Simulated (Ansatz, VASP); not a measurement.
One calculation of CaBr, two programs

Contents of INCAR:

```
PREC = Accurate ; ENCUT = 520
EDIFF = 1E-7 ; ISMEAR = 0
SIGMA = 0.15 ; LREAL = False
LASPH = True ; NELM = 60
ALGO = Normal ; ISIF = 2
LWAVE = False ; LCHARG = True
GGA = PE ; LELF = True
LVHAR = True ; NBANDS = 16
```

Contents of KPOINTS:

```
regular mesh
0
Gamma
  15 15 12
```

File POSCAR:

```
CaBr
1.0
    3.8538335518      0.0000000000      0.0000000000
   -1.9269167759      3.3375177578      0.0000000000
    0.0000000000      0.0000000000      4.4845553306
Ca Br
1 1
Direct
    0.0000000000      0.0000000000      0.0000000000
    0.3333333333      0.6666666667      0.5000000000
```

Input for Ansatz:

```yaml
crystal:
  lattice:
    - [3.8538335518, 0.0, 0.0]
    - [-1.9269167759, 3.3375177578, 0.0]
    - [0.0, 0.0, 4.4845553306]
  atoms:
    - { symbol: Ca, position: [0.0, 0.0, 0.0] }
    - { symbol: Br, position: [0.3333333333, 0.6666666667, 0.5] }
basis:
  ecutwfc: 420
kpoints:
  mp_grid: { grid: [15, 15, 12] }
hamiltonian:
  xc: pbe
scf:
  occupations: { method: gaussian, width: 0.15 }
output:
  forces: true
  stress: true
  eigenvalues: true
```

Alike in both runs: task single point; functional PBE; k mesh 15 × 15 × 12; occupations gaussian, width 0.15 eV; no spin polarisation.

```csv
,VASP,Ansatz
version,VASP 6.6.1,Ansatz 0.2.0
potentials or method,"VASP PAW PBE potentials, release 64 (Ca_sv, Br)","scalar-relativistic, plane waves, PAW"
plane-wave cutoff (eV),520,420
valence electrons in the cell,17,17
```

Ansatz gave:

```
gap on the k mesh at the Fermi level (eV)       : none
pressure (GPa)                                  : 0.4
largest component of the traceless stress (GPa) : 1.15
```

**Question.** What did VASP give for the same quantities?

**Answer.** gap on the k mesh at the Fermi level (eV): none; pressure (GPa): 0.4; largest component of the traceless stress (GPa): 1.13.

A gap of «none» marks a metal or a gap that the smearing closes.

Caveats: an odd number of electrons without spin polarisation forces a metal; a magnetic or distorted state may lie lower.
